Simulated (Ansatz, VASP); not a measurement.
# Cross-check of Si2Mo between VASP and Ansatz

Aim: how closely do two programs agree when they are given the same cell, functional and k mesh? The cell is taken from a series of runs on this material, whose earlier steps may have relaxed, scaled, displaced or heated it; both programs get it as it stands.

Program: Ansatz 0.2.0. Level of theory: plane waves, with VASP 6.6.1 beside it; zone-centre phonons at PBEsol. Results are calculated unless marked as measured.

## (1) Starting point

The structure is tetragonal, space group I4/mmm (No. 139). Conventional cell: a = 3.127 Å, b = 3.127 Å, c = 7.884 Å, α = 90.00°, β = 90.00°, γ = 90.00°. Si has 5 Mo at 2.57 to 2.64 Å and 5 Si at 2.58 to 2.61 Å nearest. Nearest to Mo lie 10 Si at 2.57 to 2.64 Å. Farther neighbours are not listed.

Structure file:

```cif
data_structure
_symmetry_space_group_name_H-M 'P 1'
_symmetry_Int_Tables_number 1
_cell_length_a 4.5196
_cell_length_b 4.5196
_cell_length_c 4.5196
_cell_angle_alpha 139.526
_cell_angle_beta 139.526
_cell_angle_gamma 58.574
_cell_volume 38.54
loop_
_atom_site_label
_atom_site_type_symbol
_atom_site_fract_x
_atom_site_fract_y
_atom_site_fract_z
_atom_site_occupancy
Si1 Si 0.33477 0.33477 0.00000 1
Si2 Si 0.66523 0.66523 0.00000 1
Mo3 Mo 0.00000 0.00000 0.00000 1
```

## (2) VASP: zone-centre phonons, PBEsol

Second derivatives magnify differences that forces hide, and they need a tight electronic threshold.

Lines of VASP's logs that name or quote its potential files are left out, and so is its time.

Input file INCAR:

```
SYSTEM = Si2Mo
PREC = Accurate
ENCUT = 500
EDIFF = 1E-08
NELM = 120
ISMEAR = 1
SIGMA = 0.2
LREAL = .FALSE.
ALGO = Normal
GGA = PS
NBANDS = 17
LASPH = .TRUE.
LORBIT = 11
LWAVE = .FALSE.
LCHARG = .FALSE.
ISIF = 2
IBRION = 8
GGA_COMPAT = .FALSE.
KPAR = 2
```

Input file POSCAR:

```
Si2Mo
1.0
   -1.5633424941      1.5633424941      3.9418677633
    1.5633424941     -1.5633424941      3.9418677633
    1.5633424941      1.5633424941     -3.9418677633
Si Mo
2 1
Direct
    0.3347730943      0.3347730943      0.0000000000
    0.6652269057      0.6652269057      0.0000000000
    0.0000000000      0.0000000000      0.0000000000
```

Input file KPOINTS:

```
Automatic mesh
0
Gamma
20 20 20
0 0 0
```

The projector-augmented-wave data sets are Si and Mo_sv (PBE family, release 64).

Command:

```bash
> mpirun -np 2 vasp_std
```

Numbers of over 12 decimals in the logs are rounded to 6 here.

Output:

```text
[banner, memory and clock lines left out]
running    2 mpi-ranks, on    1 nodes
 distrk:  each k-point on    1 cores,    2 groups
 distr:  one band on    1 cores,    1 groups

 POSCAR found type information on POSCAR SiMo
 POSCAR found :  2 types and       3 ions
|                                                                             |
|               ----> ADVICE to this user running VASP <----                  |
|                                                                             |
|     You enforced a specific xc type in the INCAR file but a different       |
|     [... a line on the potential file left out ...]
|     I HOPE YOU KNOW WHAT YOU ARE DOING!                                     |
|                                                                             |

 LDA part: xc-table for (Slater+PW92), standard interpolation
 POSCAR, INCAR and KPOINTS ok, starting setup
 FFT: planning ... GRIDC
 FFT: planning ... GRID_SOFT
 FFT: planning ... GRID
 WAVECAR not read
 entering main loop
       N       E                     dE             d eps       ncg     rms          rms(c)
DAV:   1     0.116328886520E+03    0.11633E+03   -0.11150E+04 21810   0.120E+03
DAV:   2    -0.232301617255E+02   -0.13956E+03   -0.13717E+03 27178   0.307E+02
DAV:   3    -0.259345544544E+02   -0.27044E+01   -0.26769E+01 26875   0.386E+01
DAV:   4    -0.259484478810E+02   -0.13893E-01   -0.13883E-01 27150   0.308E+00
DAV:   5    -0.259485369582E+02   -0.89077E-04   -0.89071E-04 26925   0.248E-01    0.248E+01
DAV:   6    -0.251865229431E+02    0.76201E+00   -0.56344E+00 23358   0.161E+01    0.575E+00
DAV:   7    -0.250652203391E+02    0.12130E+00   -0.85023E-01 22991   0.560E+00    0.512E+00
DAV:   8    -0.250252410566E+02    0.39979E-01   -0.11472E-01 23607   0.255E+00    0.489E-01
DAV:   9    -0.250241069349E+02    0.11341E-02   -0.21672E-03 27160   0.379E-01    0.231E-01
DAV:  10    -0.250239953092E+02    0.11163E-03   -0.56167E-04 24744   0.202E-01    0.664E-02
DAV:  11    -0.250239855593E+02    0.97499E-05   -0.15484E-04 23996   0.922E-02    0.318E-02
DAV:  12    -0.250239833207E+02    0.22386E-05   -0.24892E-05 23186   0.358E-02    0.974E-03
DAV:  13    -0.250239826488E+02    0.67195E-06   -0.15895E-06 23655   0.109E-02    0.254E-03
DAV:  14    -0.250239825735E+02    0.75234E-07   -0.22430E-08 26337   0.118E-03    0.505E-04
DAV:  15    -0.250239825571E+02    0.16440E-07   -0.18542E-09 12011   0.386E-04    0.461E-04
DAV:  16    -0.250239825574E+02   -0.33651E-09   -0.50039E-10 11659   0.195E-04
   1 F= -.25023983E+02 E0= -.25024171E+02  d E =0.564655E-03
 Linear response reoptimize wavefunctions to high precision
DAV:   1    -0.250239825577E+02   -0.23920E-09   -0.47474E-11 12033   0.504E-05
DAV:   2    -0.250239825577E+02    0.63665E-11   -0.49793E-12 11491   0.173E-05
 Linear response DOF=           4
 Linear response progress:
  Degree of freedom:   1/  4
       N       E                     dE             d eps       ncg     rms          rms(c)
RMM:   1    -0.203159671098E-01   -0.20316E-01   -0.13438E-02177731   0.899E-01
RMM:   2    -0.161468357467E-01    0.41691E-02   -0.12854E-03114829   0.225E-01    0.944E-02
RMM:   3    -0.162228204952E-01   -0.75985E-04   -0.16208E-04114480   0.643E-02    0.507E-02
RMM:   4    -0.163843055676E-01   -0.16149E-03   -0.10030E-04118431   0.484E-02    0.103E-02
RMM:   5    -0.163715118573E-01    0.12794E-04   -0.17555E-06121113   0.124E-02    0.175E-03
RMM:   6    -0.163747547508E-01   -0.32429E-05   -0.36142E-07122120   0.253E-03    0.616E-04
RMM:   7    -0.163729540327E-01    0.18007E-05   -0.29614E-08127479   0.760E-04    0.149E-04
RMM:   8    -0.163735620041E-01   -0.60797E-06   -0.85821E-09128426   0.188E-04    0.400E-05
RMM:   9    -0.163735718078E-01   -0.98037E-08    0.59731E-09125985   0.633E-05    0.139E-05
 first order change of Fermi-energy   0.31900E-04
 force on displaced ion       1 direction 1 :  -9.637  -0.000  -0.000
 Linear response progress:
  Degree of freedom:   2/  4
       N       E                     dE             d eps       ncg     rms          rms(c)
RMM:   1    -0.301547537265E-01   -0.30155E-01   -0.52341E-03 53412   0.114E+00
RMM:   2    -0.230375869964E-01    0.71172E-02   -0.23254E-03 36428   0.295E-01    0.160E-01
RMM:   3    -0.230141269124E-01    0.23460E-04   -0.80742E-04 33481   0.140E-01    0.138E-01
RMM:   4    -0.230490718013E-01   -0.34945E-04   -0.10522E-04 34499   0.666E-02    0.540E-02
RMM:   5    -0.231148665153E-01   -0.65795E-04   -0.19681E-05 37959   0.253E-02    0.171E-02
RMM:   6    -0.231192283339E-01   -0.43618E-05   -0.14465E-06 36470   0.777E-03    0.294E-03
RMM:   7    -0.231176479991E-01    0.15803E-05   -0.65908E-08 38346   0.212E-03    0.655E-04
RMM:   8    -0.231174541051E-01    0.19389E-06   -0.20668E-08 36606   0.728E-04    0.353E-04
RMM:   9    -0.231177566716E-01   -0.30257E-06   -0.76966E-09 36709   0.312E-04    0.457E-05
RMM:  10    -0.231178561713E-01   -0.99500E-07    0.93033E-10 40916   0.975E-05    0.208E-05
RMM:  11    -0.231178641903E-01   -0.80189E-08    0.20136E-09 37587   0.377E-05    0.336E-06
 first order change of Fermi-energy  -0.64652E-01
 force on displaced ion       1 direction 3 :  -0.000  -0.000 -13.231
 Linear response progress:
  Degree of freedom:   3/  4
       N       E                     dE             d eps       ncg     rms          rms(c)
RMM:   1    -0.777273817441E+00   -0.77727E+00    0.42944E+00 43056   0.219E+01
RMM:   2    -0.579321409167E+00    0.19795E+00   -0.28341E-01 60672   0.366E+00    0.164E-01
RMM:   3    -0.578787327547E+00    0.53408E-03   -0.46744E-03 77975   0.489E-01    0.899E-02
RMM:   4    -0.577813360091E+00    0.97397E-03   -0.41938E-04 83723   0.153E-01    0.254E-02
RMM:   5    -0.577681871179E+00    0.13149E-03   -0.44945E-05 90958   0.410E-02    0.952E-03
RMM:   6    -0.577694465091E+00   -0.12594E-04   -0.57219E-06 80908   0.136E-02    0.120E-03
RMM:   7    -0.577695673376E+00   -0.12083E-05   -0.14067E-06 91818   0.457E-03    0.571E-04
RMM:   8    -0.577698386648E+00   -0.27133E-05   -0.26247E-07 86131   0.153E-03    0.263E-04
RMM:   9    -0.577702088623E+00   -0.37020E-05   -0.93471E-08 84955   0.810E-04    0.355E-05
RMM:  10    -0.577702329720E+00   -0.24110E-06   -0.69410E-08 89399   0.390E-04    0.176E-05
RMM:  11    -0.577702688515E+00   -0.35879E-06   -0.39952E-08 87988   0.228E-04    0.652E-06
RMM:  12    -0.577702801248E+00   -0.11273E-06   -0.22567E-08 90994   0.138E-04    0.230E-06
RMM:  13    -0.577702738398E+00    0.62850E-07   -0.18549E-08 83836   0.971E-05    0.207E-06
RMM:  14    -0.577702725858E+00    0.12539E-07   -0.15259E-08 87198   0.768E-05    0.322E-06
RMM:  15    -0.577702753830E+00   -0.27971E-07   -0.17978E-08 79425   0.681E-05    0.248E-06
RMM:  16    -0.577702786049E+00   -0.32220E-07   -0.11331E-08 84084   0.639E-05    0.146E-06
RMM:  17    -0.577702796825E+00   -0.10775E-07   -0.17783E-08 77274   0.600E-05    0.113E-06
RMM:  18    -0.577702806768E+00   -0.99432E-08   -0.12271E-08 66894   0.586E-05    0.814E-07
 first order change of Fermi-energy  -0.95807E-03
 force on displaced ion       3 direction 1 : -11.968   0.000   0.000
 Linear response progress:
  Degree of freedom:   4/  4
       N       E                     dE             d eps       ncg     rms          rms(c)
RMM:   1    -0.826350962604E+00   -0.82635E+00    0.46436E+00 23392   0.224E+01
RMM:   2    -0.629364627616E+00    0.19699E+00   -0.29441E-01 33357   0.371E+00    0.173E-01
RMM:   3    -0.628352906881E+00    0.10117E-02   -0.45633E-03 40908   0.494E-01    0.888E-02
RMM:   4    -0.627163154558E+00    0.11898E-02   -0.62033E-04 42802   0.171E-01    0.273E-02
RMM:   5    -0.626945824824E+00    0.21733E-03   -0.70062E-05 48496   0.468E-02    0.138E-02
RMM:   6    -0.626828210672E+00    0.11761E-03   -0.85281E-06 48384   0.163E-02    0.395E-03
RMM:   7    -0.626846471797E+00   -0.18261E-04   -0.10755E-06 44459   0.697E-03    0.625E-04
RMM:   8    -0.626847817933E+00   -0.13461E-05   -0.13831E-07 50617   0.228E-03    0.401E-04
RMM:   9    -0.626849291846E+00   -0.14739E-05   -0.59401E-10 48775   0.788E-04    0.229E-04
RMM:  10    -0.626851150958E+00   -0.18591E-05    0.54060E-08 47028   0.483E-04    0.277E-05
RMM:  11    -0.626850975799E+00    0.17516E-06   -0.13576E-08 49409   0.235E-04    0.135E-05
RMM:  12    -0.626850999402E+00   -0.23603E-07    0.29563E-08 50992   0.147E-04    0.297E-06
RMM:  13    -0.626851034142E+00   -0.34740E-07   -0.32065E-09 49717   0.103E-04    0.187E-06
RMM:  14    -0.626851085205E+00   -0.51063E-07    0.78316E-09 47433   0.852E-05    0.695E-07
RMM:  15    -0.626851090837E+00   -0.56321E-08   -0.48421E-09 48103   0.734E-05    0.180E-07
 first order change of Fermi-energy   0.55549E-03
 force on displaced ion       3 direction 3 :   0.000   0.000 -13.757
 Linear response finished
```

OUTCAR, selected parts (step 2):

```text
ion  position               nearest neighbor table
   1  0.335  0.335  0.000-   3 2.57   3 2.57   3 2.57   3 2.57   2 2.58   2 2.58   2 2.58   2 2.58
                             2 2.61   3 2.64
   2  0.665  0.665  0.000-   3 2.57   3 2.57   3 2.57   3 2.57   1 2.58   1 2.58   1 2.58   1 2.58
                             1 2.61   3 2.64
   3  0.000  0.000  0.000-   2 2.57   2 2.57   2 2.57   1 2.57   1 2.57   1 2.57   2 2.57   1 2.57
                             1 2.64   2 2.64

  LATTYP: Found a body centered tetragonal cell.
 ALAT       =     3.1266849882
 C/A-ratio  =     2.5214358198

 Subroutine GETGRP returns: Found 16 space group operations
 (whereof 16 operations were pure point group operations)

The static configuration has the point symmetry D_4h.

 Found    641 irreducible k-points:

   k-points           NKPTS =    641   k-points in BZ     NKDIM =    641   number of bands    NBANDS=     17

   dimension x,y,z NGX =    36 NGY =   36 NGZ =   36
   dimension x,y,z NGXF=    72 NGYF=   72 NGZF=   72

   ENCUT  =  500.0 eV  36.75 Ry    6.06 a.u.   8.24  8.24  8.24*2*pi/ulx,y,z

   NELECT =      22.0000    total number of electrons

 k-points in reciprocal lattice and weights: Automatic mesh
   0.00000000  0.00000000  0.00000000       0.000
   0.05000000  0.00000000 -0.00000000       0.001
   0.10000000  0.00000000 -0.00000000       0.001
   0.15000000  0.00000000 -0.00000000       0.001
   0.20000000  0.00000000 -0.00000000       0.001
   0.25000000  0.00000000  0.00000000       0.001
   0.30000000  0.00000000 -0.00000000       0.001
   0.35000000  0.00000000 -0.00000000       0.001
   0.40000000  0.00000000 -0.00000000       0.001
[...]
-0.45000000 -0.45000000  0.45000000       0.000
   0.50000000  0.50000000  0.50000000       0.000

 average (electrostatic) potential at core
       1 -76.5375       2 -76.5375       3 -68.1935

  Total        2.7031895      2.7031895      0.0940284      0.0000000     -0.0000000     -0.0000000
  in kB      112.3871770    112.3871770      3.9093025      0.0000000     -0.0000000     -0.0000000
  external PRESSURE =      76.2278855 kB  Pullay stress =       0.0000000 kB

  energy-cutoff  :      500.00
  volume of cell :       38.54
      direct lattice vectors                 reciprocal lattice vectors
    -1.563342494  1.563342494  3.941867763     0.000000000  0.319827550  0.126843423
     1.563342494 -1.563342494  3.941867763     0.319827550  0.000000000  0.126843423
     1.563342494  1.563342494 -3.941867763     0.319827550  0.319827550  0.000000000

 POSITION                                       TOTAL-FORCE (eV/Angst)
 -----------------------------------------------------------------------------------
      0.00000      0.00000      2.63926         0.000000      0.000000     -0.007020
      0.00000      0.00000      5.24447         0.000000      0.000000      0.007020
      0.00000      0.00000      0.00000        -0.000000     -0.000000      0.000000
 -----------------------------------------------------------------------------------
    total drift:                               -0.000000      0.000000     -0.000000

 Eigenvectors and eigenvalues of the dynamical matrix
 ----------------------------------------------------

   1 f  =   13.053675 THz    82.018661 2PiTHz  435.423738 cm-1    53.985639 meV
             X         Y         Z           dx          dy          dz
      0.000000  0.000000  2.639263     0.000000   -0.000000    0.707107
      0.000000  0.000000  5.244473     0.000000   -0.000000   -0.707107
      0.000000  0.000000  0.000000    -0.000000    0.000000    0.000000

   2 f  =   10.754252 THz    67.570957 2PiTHz  358.723228 cm-1    44.475992 meV
             X         Y         Z           dx          dy          dz
      0.000000  0.000000  2.639263     0.214374    0.673828    0.000000
      0.000000  0.000000  5.244473    -0.214374   -0.673828   -0.000000
      0.000000  0.000000  0.000000    -0.000000   -0.000000    0.000000

   3 f  =   10.754252 THz    67.570957 2PiTHz  358.723228 cm-1    44.475992 meV
             X         Y         Z           dx          dy          dz
      0.000000  0.000000  2.639263    -0.673828    0.214374   -0.000000
      0.000000  0.000000  5.244473     0.673828   -0.214374    0.000000
      0.000000  0.000000  0.000000     0.000000   -0.000000    0.000000

   4 f  =    9.742345 THz    61.212957 2PiTHz  324.969637 cm-1    40.291082 meV
             X         Y         Z           dx          dy          dz
      0.000000  0.000000  2.639263     0.000000   -0.000000    0.561597
      0.000000  0.000000  5.244473     0.000000   -0.000000    0.561597
      0.000000  0.000000  0.000000    -0.000000    0.000000   -0.607633

   5 f  =    9.086478 THz    57.092028 2PiTHz  303.092296 cm-1    37.578638 meV
             X         Y         Z           dx          dy          dz
      0.000000  0.000000  2.639263     0.000000   -0.561575   -0.000000
      0.000000  0.000000  5.244473     0.000000   -0.561575   -0.000000
      0.000000  0.000000  0.000000    -0.000000    0.607674    0.000000

   6 f  =    9.086478 THz    57.092028 2PiTHz  303.092296 cm-1    37.578638 meV
             X         Y         Z           dx          dy          dz
      0.000000  0.000000  2.639263    -0.561575   -0.000000    0.000000
      0.000000  0.000000  5.244473    -0.561575   -0.000000   -0.000000
      0.000000  0.000000  0.000000     0.607674    0.000000    0.000000

   7 f/i=    0.000042 THz     0.000261 2PiTHz    0.001386 cm-1     0.000172 meV
             X         Y         Z           dx          dy          dz
      0.000000  0.000000  2.639263    -0.015101    0.429425    0.000000
      0.000000  0.000000  5.244473    -0.015101    0.429425    0.000000
      0.000000  0.000000  0.000000    -0.027910    0.793696    0.000000

   8 f/i=    0.000042 THz     0.000261 2PiTHz    0.001386 cm-1     0.000172 meV
             X         Y         Z           dx          dy          dz
      0.000000  0.000000  2.639263     0.429425    0.015101    0.000000
      0.000000  0.000000  5.244473     0.429425    0.015101    0.000000
      0.000000  0.000000  0.000000     0.793696    0.027910    0.000000

   9 f/i=    0.000548 THz     0.003442 2PiTHz    0.018273 cm-1     0.002266 meV
             X         Y         Z           dx          dy          dz
      0.000000  0.000000  2.639263    -0.000000   -0.000000    0.429661
      0.000000  0.000000  5.244473    -0.000000   -0.000000    0.429661
      0.000000  0.000000  0.000000    -0.000000   -0.000000    0.794218

 ELASTIC MODULI CONTR FROM IONIC RELAXATION (kBar)
 Direction    XX          YY          ZZ          XY          YZ          ZX
 --------------------------------------------------------------------------------
 XX         -22.8623    -22.8623    -37.0377      0.0000      0.0000     -0.0000
 YY         -22.8623    -22.8623    -37.0377      0.0000      0.0000     -0.0000
 ZZ         -37.0377    -37.0377    -60.0022      0.0000      0.0000     -0.0000
 XY           0.0000      0.0000      0.0000      0.0000      0.0000      0.0000
 YZ           0.0000      0.0000      0.0000      0.0000    -38.5717      0.0000
 ZX          -0.0000     -0.0000     -0.0000      0.0000      0.0000    -16.7648
 --------------------------------------------------------------------------------
```

Energies printed during the response cycles are not total energies of the cell.

(Continued in part 2 of 2.)

[Lines on the potential files, build, host, timing and source positions are cut from VASP's logs without a mark.]

[Logs are printed without paths, hosts, clocks, repeated set-up lines and the standing remarks that a program may print on its own settings, such as how far it seeks lower states.]

[Hosts, paths, dates, database ids (printed as entryN), source tags and the programs' standing remarks are cut or masked in the printed files.]
